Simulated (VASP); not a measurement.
Computed with PBEsol GGA, VASP's PBE PAW potentials (set 64) (plane waves; VASP 6.6.1).

Gaps are without spin-orbit coupling.

### Question
Order these relaxed crystals by band gap, smallest first: CsSnI3, Pm-3m (221); CsSnBr3, Pm-3m (221); CdS, F-43m (216); NaH, Fm-3m (225).

### Answer
CsSnI3, Pm-3m (221) (0.14 eV), CsSnBr3, Pm-3m (221) (0.27 eV), CdS, F-43m (216) (1.02 eV), NaH, Fm-3m (225) (3.63 eV)
